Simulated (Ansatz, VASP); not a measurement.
## SiC in two plane-wave programs

Wanted: the spread between two codes on one cell, functional and k mesh. The cell is taken from a series of runs on this material, whose earlier steps may have relaxed, scaled, displaced or heated it; both programs get it as it stands.

Program: Ansatz 0.2.0. Level of theory: plane waves, with VASP 6.6.1 beside it; zone-centre phonons at PBE. Results are calculated unless marked as measured.

## (1) The structure

It takes space group P6_3mc (No. 186, hexagonal). Conventional cell: a = 3.135 Å, b = 3.135 Å, c = 10.264 Å, α = 90.00°, β = 90.00°, γ = 120.00°. Nearest to C lie 4 Si at 1.92 to 1.93 Å. C has 4 Si at 1.92 Å nearest. Nearest to Si lie 4 C at 1.92 to 1.93 Å. Si has 4 C at 1.92 Å nearest. Farther neighbours are not listed.

Structure file:

```
C Si
1.0
     3.13463    0.00000    0.00000
    -1.56731    2.71467    0.00000
     0.00000    0.00000   10.26384
C Si
4 4
Direct
  0.66667 0.33333 0.74979
  0.33333 0.66667 0.24979
  0.00000 0.00000 0.50045
  0.00000 0.00000 0.00045
  0.66667 0.33333 0.93788
  0.33333 0.66667 0.43788
  0.00000 0.00000 0.68788
  0.00000 0.00000 0.18788
```

## (2) VASP: zone-centre phonons, PBE

Second derivatives magnify differences that forces hide, and they need a tight electronic threshold.

Lines of VASP's logs that name or quote its potential files are left out, and so is its time.

Contents of INCAR:

```
SYSTEM = SiC
PREC = Accurate
ENCUT = 600
EDIFF = 1E-08
NELM = 120
ISMEAR = 0
SIGMA = 0.01
LREAL = .FALSE.
ALGO = Normal
GGA = PE
NBANDS = 24
LORBIT = 11
LWAVE = .FALSE.
LCHARG = .FALSE.
ISIF = 2
IBRION = 8
LEPSILON = .TRUE.
LASPH = .TRUE.
GGA_COMPAT = .FALSE.
EFERMI = MIDGAP
KPAR = 2
```

Contents of POSCAR:

```
SiC
1.0
    3.1346259834      0.0000000000      0.0000000000
   -1.5673129917      2.7146657330      0.0000000000
    0.0000000000      0.0000000000     10.2638377922
C Si
4 4
Direct
    0.6666666666      0.3333333332      0.7497888851
    0.3333333332      0.6666666666      0.2497888851
    0.9999999999      0.9999999999      0.5004531030
    0.9999999999      0.9999999999      0.0004531030
    0.6666666666      0.3333333332      0.9378757000
    0.3333333332      0.6666666666      0.4378757000
    0.9999999999      0.9999999999      0.6878813119
    0.9999999999      0.9999999999      0.1878813119
```

Contents of KPOINTS:

```
Automatic mesh
0
Gamma
9 9 4
0 0 0
```

Potentials, in the order of the species: C and Si (PBE family, release 64).

The run is started by

```console
mpirun -np 2 vasp_std
```

Numbers of over 12 decimals in the logs are rounded to 6 here.

Output:

```text
[banner, memory and clock lines left out]
running    2 mpi-ranks, on    1 nodes
 distrk:  each k-point on    1 cores,    2 groups
 distr:  one band on    1 cores,    1 groups

 POSCAR found type information on POSCAR C Si
 POSCAR found :  2 types and       8 ions
 LDA part: xc-table for (Slater+PW92), standard interpolation
 POSCAR, INCAR and KPOINTS ok, starting setup
 FFT: planning ... GRIDC
 FFT: planning ... GRID_SOFT
 FFT: planning ... GRID
 WAVECAR not read
 entering main loop
       N       E                     dE             d eps       ncg     rms          rms(c)
DAV:   1     0.833083129834E+02    0.83308E+02   -0.15772E+04  1728   0.135E+03
DAV:   2    -0.594711763114E+02   -0.14278E+03   -0.13361E+03  2384   0.205E+02
DAV:   3    -0.668980995150E+02   -0.74269E+01   -0.73792E+01  2296   0.452E+01
DAV:   4    -0.670070006657E+02   -0.10890E+00   -0.10876E+00  2208   0.637E+00
DAV:   5    -0.670093322284E+02   -0.23316E-02   -0.23310E-02  2296   0.884E-01    0.165E+01
DAV:   6    -0.603060036051E+02    0.67033E+01   -0.20661E+01  2216   0.202E+01    0.731E+00
DAV:   7    -0.602003977312E+02    0.10561E+00   -0.18282E+00  2416   0.626E+00    0.324E+00
DAV:   8    -0.601712822971E+02    0.29115E-01   -0.10330E-01  2072   0.165E+00    0.971E-01
DAV:   9    -0.601689179658E+02    0.23643E-02   -0.16434E-02  2280   0.722E-01    0.166E-01
DAV:  10    -0.601694532807E+02   -0.53531E-03   -0.15659E-03  2312   0.203E-01    0.810E-02
DAV:  11    -0.601695442101E+02   -0.90929E-04   -0.26355E-04  2192   0.101E-01    0.167E-02
DAV:  12    -0.601695465564E+02   -0.23463E-05   -0.97258E-06  2232   0.186E-02    0.632E-03
DAV:  13    -0.601695477702E+02   -0.12138E-05   -0.80663E-07  2304   0.519E-03    0.195E-03
DAV:  14    -0.601695479326E+02   -0.16246E-06   -0.44999E-08  2256   0.111E-03    0.121E-03
DAV:  15    -0.601695479314E+02    0.12164E-08   -0.22940E-08  1832   0.903E-04
   1 F= -.60169548E+02 E0= -.60169548E+02  d E =0.000000E+00
 Linear response reoptimize wavefunctions to high precision
DAV:   1    -0.601695479365E+02   -0.50431E-08   -0.25851E-09  1656   0.318E-04
DAV:   2    -0.601695479364E+02    0.34106E-10   -0.41200E-10  1424   0.121E-04
 Linear response G [H, r] |phi>, progress :
  Direction:   1
       N       E                     dE             d eps       ncg     rms
RMM:   1    -0.150205382439E+03   -0.15021E+03    0.35866E+01  4471   0.758E+01
RMM:   2    -0.103084558973E+03    0.47121E+02   -0.15939E+01  2982   0.224E+01
RMM:   3    -0.103249629038E+03   -0.16507E+00   -0.36963E-01  3138   0.315E+00
RMM:   4    -0.103252400081E+03   -0.27710E-02   -0.18253E-02  3293   0.577E-01
RMM:   5    -0.103252169564E+03    0.23052E-03   -0.24856E-03  3285   0.126E-01
RMM:   6    -0.103252054445E+03    0.11512E-03   -0.42234E-04  3356   0.330E-02
RMM:   7    -0.103252035614E+03    0.18831E-04   -0.15231E-04  3328   0.116E-02
RMM:   8    -0.103252030906E+03    0.47084E-05    0.45733E-05  3454   0.664E-03
RMM:   9    -0.103252030874E+03    0.31373E-07   -0.69749E-05  3469   0.544E-03
RMM:  10    -0.103252031254E+03   -0.38014E-06   -0.23875E-04  3203   0.507E-03
RMM:  11    -0.103252031146E+03    0.10849E-06   -0.15187E-04  2956   0.493E-03
RMM:  12    -0.103252030953E+03    0.19290E-06   -0.22813E-05  2872   0.490E-03
RMM:  13    -0.103252031075E+03   -0.12185E-06   -0.80476E-05  2793   0.489E-03
 Linear response G [H, r] |phi>, progress :
  Direction:   2
       N       E                     dE             d eps       ncg     rms
RMM:   1    -0.172392933062E+03   -0.17239E+03   -0.28660E+02  4359   0.728E+01
RMM:   2    -0.130222456167E+03    0.42170E+02   -0.13067E+01  2984   0.208E+01
RMM:   3    -0.130380728563E+03   -0.15827E+00   -0.26602E-01  3096   0.277E+00
RMM:   4    -0.130384220110E+03   -0.34915E-02   -0.96872E-03  3289   0.478E-01
RMM:   5    -0.130384249128E+03   -0.29017E-04   -0.10103E-03  3266   0.968E-02
RMM:   6    -0.130384225802E+03    0.23326E-04   -0.32830E-04  3346   0.248E-02
RMM:   7    -0.130384218791E+03    0.70110E-05   -0.25506E-04  3317   0.981E-03
RMM:   8    -0.130384217968E+03    0.82314E-06   -0.29819E-04  3430   0.676E-03
RMM:   9    -0.130384218389E+03   -0.42104E-06   -0.30995E-04  3451   0.616E-03
RMM:  10    -0.130384218679E+03   -0.28994E-06   -0.13216E-04  3096   0.595E-03
RMM:  11    -0.130384218373E+03    0.30509E-06   -0.18237E-04  2857   0.590E-03
RMM:  12    -0.130384218156E+03    0.21713E-06   -0.20635E-04  2804   0.589E-03
 Linear response G [H, r] |phi>, progress :
  Direction:   3
       N       E                     dE             d eps       ncg     rms
RMM:   1    -0.174928298361E+03   -0.17493E+03   -0.19298E+02  4421   0.749E+01
RMM:   2    -0.116539995333E+03    0.58388E+02   -0.17342E+01  2948   0.223E+01
RMM:   3    -0.116644533296E+03   -0.10454E+00   -0.37054E-01  3103   0.309E+00
RMM:   4    -0.116645988755E+03   -0.14555E-02    0.61408E-04  3248   0.539E-01
RMM:   5    -0.116646757368E+03   -0.76861E-03    0.46946E-03  3253   0.112E-01
[...]
Degree of freedom:   3/  8
       N       E                     dE             d eps       ncg     rms          rms(c)
RMM:   1    -0.125996729687E+00   -0.12600E+00    0.70255E-02 16514   0.169E+00
RMM:   2    -0.122449257896E+00    0.35475E-02   -0.51507E-03 12748   0.365E-01    0.183E-01
[...]
RMM:   1    -0.178096955833E-01   -0.17810E-01   -0.13661E-03 19585   0.785E-01
RMM:   2    -0.145564276971E-01    0.32533E-02   -0.12049E-03 13038   0.213E-01    0.117E-01
RMM:   3    -0.144551307489E-01    0.10130E-03    0.18024E-04 13670   0.507E-02    0.689E-02
RMM:   4    -0.144581283078E-01   -0.29976E-05    0.19935E-04 12916   0.506E-02    0.783E-03
RMM:   5    -0.144532089302E-01    0.49194E-05   -0.20792E-05 13887   0.108E-02    0.252E-03
RMM:   6    -0.144473732508E-01    0.58357E-05    0.33915E-06 14057   0.283E-03    0.946E-04
RMM:   7    -0.144465263330E-01    0.84692E-06    0.14357E-06 14489   0.553E-04    0.136E-04
RMM:   8    -0.144463268848E-01    0.19945E-06    0.78926E-08 14560   0.176E-04    0.330E-05
RMM:   9    -0.144464165658E-01   -0.89681E-07   -0.63769E-09 14585   0.812E-05    0.808E-06
RMM:  10    -0.144464121131E-01    0.44528E-08    0.12683E-07 15218   0.467E-05    0.308E-06
RMM:  11    -0.144463987750E-01    0.13338E-07    0.77444E-08 15004   0.394E-05    0.607E-07
RMM:  12    -0.144463971245E-01    0.16505E-08    0.28106E-08 14393   0.363E-05    0.241E-07
 first order change of Fermi-energy  -0.40785E+00
 force on displaced ion       5 direction 1 : -17.607  -0.000   0.000
 Born effective charge ion    5 direction 1 :   2.625  -0.000  -0.000
 Linear response progress:
  Degree of freedom:   6/  8
       N       E                     dE             d eps       ncg     rms          rms(c)
RMM:   1    -0.422925931071E-01   -0.42293E-01    0.44324E-02  5726   0.117E+00
RMM:   2    -0.342164984270E-01    0.80761E-02   -0.42216E-03  3448   0.369E-01    0.139E-01
RMM:   3    -0.336034328177E-01    0.61307E-03   -0.88393E-04  3736   0.102E-01    0.816E-02
RMM:   4    -0.333089487101E-01    0.29448E-03   -0.72018E-04  3854   0.835E-02    0.258E-02
RMM:   5    -0.332806769104E-01    0.28272E-04   -0.13933E-04  3784   0.286E-02    0.653E-03
RMM:   6    -0.332856496197E-01   -0.49727E-05   -0.18399E-05  3718   0.936E-03    0.299E-03
RMM:   7    -0.332868667379E-01   -0.12171E-05    0.51430E-06  3763   0.312E-03    0.121E-03
RMM:   8    -0.332901024844E-01   -0.32357E-05    0.38738E-06  3773   0.145E-03    0.321E-04
RMM:   9    -0.332903638721E-01   -0.26139E-06    0.24688E-07  3895   0.305E-04    0.157E-04
RMM:  10    -0.332902841571E-01    0.79715E-07    0.19659E-06  3793   0.233E-04    0.299E-05
RMM:  11    -0.332904630990E-01   -0.17894E-06   -0.38158E-07  3915   0.909E-05    0.103E-05
RMM:  12    -0.332904745467E-01   -0.11448E-07   -0.99212E-07  3921   0.528E-05    0.496E-06
RMM:  13    -0.332904141599E-01    0.60387E-07   -0.21361E-07  4111   0.456E-05    0.173E-06
RMM:  14    -0.332903873020E-01    0.26858E-07    0.74854E-08  3985   0.409E-05    0.462E-07
RMM:  15    -0.332903754506E-01    0.11851E-07    0.21030E-07  3669   0.402E-05    0.144E-07
RMM:  16    -0.332903796725E-01   -0.42219E-08    0.23115E-07  3444   0.400E-05    0.612E-08
 first order change of Fermi-energy  -0.30167E+00
 force on displaced ion       5 direction 3 :  -0.000   0.000 -27.268
 Born effective charge ion    5 direction 3 :   0.000   0.000   2.592
 Linear response progress:
  Degree of freedom:   7/  8
       N       E                     dE             d eps       ncg     rms          rms(c)
RMM:   1    -0.179695247260E-01   -0.17970E-01   -0.16851E-03 19562   0.790E-01
RMM:   2    -0.146644508509E-01    0.33051E-02   -0.18681E-03 13001   0.216E-01    0.117E-01
RMM:   3    -0.145595677700E-01    0.10488E-03   -0.37616E-04 13718   0.512E-02    0.688E-02
RMM:   4    -0.145670364383E-01   -0.74687E-05   -0.38842E-04 12887   0.505E-02    0.779E-03
RMM:   5    -0.145017629363E-01    0.65274E-04    0.69978E-06 13928   0.107E-02    0.253E-03
RMM:   6    -0.144995392214E-01    0.22237E-05   -0.54422E-06 14103   0.282E-03    0.923E-04
RMM:   7    -0.144984203949E-01    0.11188E-05   -0.14707E-06 14516   0.543E-04    0.142E-04
RMM:   8    -0.144978900330E-01    0.53036E-06    0.31306E-08 14559   0.177E-04    0.326E-05
RMM:   9    -0.144980055743E-01   -0.11554E-06   -0.13703E-07 14581   0.797E-05    0.761E-06
RMM:  10    -0.144979989390E-01    0.66354E-08   -0.17872E-07 15173   0.449E-05    0.337E-06
RMM:  11    -0.144979946075E-01    0.43315E-08   -0.30924E-07 14976   0.370E-05    0.658E-07
RMM:  12    -0.144979906138E-01    0.39937E-08   -0.19345E-07 14448   0.338E-05    0.260E-07
RMM:  13    -0.144979921307E-01   -0.15169E-08   -0.22032E-07 12358   0.330E-05    0.847E-08
 first order change of Fermi-energy   0.42960E+00
 force on displaced ion       7 direction 1 : -17.755  -0.001   0.000
 Born effective charge ion    7 direction 1 :   2.633  -0.000   0.000
 Linear response progress:
  Degree of freedom:   8/  8
       N       E                     dE             d eps       ncg     rms          rms(c)
RMM:   1    -0.441782887086E-01   -0.44178E-01    0.26700E-02  5757   0.118E+00
RMM:   2    -0.342767811241E-01    0.99015E-02   -0.52092E-03  3481   0.376E-01    0.140E-01
RMM:   3    -0.334821402478E-01    0.79464E-03   -0.28419E-04  3759   0.105E-01    0.822E-02
RMM:   4    -0.331041156713E-01    0.37802E-03    0.57952E-04  3873   0.849E-02    0.266E-02
RMM:   5    -0.331651104594E-01   -0.60995E-04    0.27615E-04  3823   0.298E-02    0.696E-03
RMM:   6    -0.332056442179E-01   -0.40534E-04    0.59489E-05  3738   0.988E-03    0.316E-03
RMM:   7    -0.332133153608E-01   -0.76711E-05    0.18914E-05  3769   0.339E-03    0.128E-03
RMM:   8    -0.332178149751E-01   -0.44996E-05    0.82500E-06  3779   0.151E-03    0.375E-04
RMM:   9    -0.332183313625E-01   -0.51639E-06    0.40879E-06  3879   0.342E-04    0.159E-04
RMM:  10    -0.332185842065E-01   -0.25284E-06    0.14828E-06  3813   0.246E-04    0.331E-05
RMM:  11    -0.332187358737E-01   -0.15167E-06   -0.32269E-07  3898   0.104E-04    0.106E-05
RMM:  12    -0.332187776943E-01   -0.41821E-07   -0.15029E-06  3961   0.589E-05    0.504E-06
RMM:  13    -0.332187925338E-01   -0.14839E-07   -0.13603E-06  4056   0.529E-05    0.253E-06
RMM:  14    -0.332188544790E-01   -0.61945E-07   -0.23142E-06  4036   0.478E-05    0.538E-07
RMM:  15    -0.332188337200E-01    0.20759E-07   -0.20546E-06  3796   0.467E-05    0.170E-07
RMM:  16    -0.332188340165E-01   -0.29655E-09   -0.20302E-06  3463   0.464E-05    0.834E-08
 first order change of Fermi-energy  -0.20623E+00
 force on displaced ion       7 direction 3 :  -0.000  -0.000 -27.423
 Born effective charge ion    7 direction 3 :   0.000  -0.000   2.859
 Born effective charges drift removed
 Linear response finished
```

(Continued in part 2 of 3.)

[Lines on the potential files, build, host, timing and source positions are cut from VASP's logs without a mark.]

[Logs are printed without paths, hosts, clocks, repeated set-up lines and the standing remarks that a program may print on its own settings, such as how far it seeks lower states.]

[Hosts, paths, dates, database ids (printed as entryN), source tags and the programs' standing remarks are cut or masked in the printed files.]
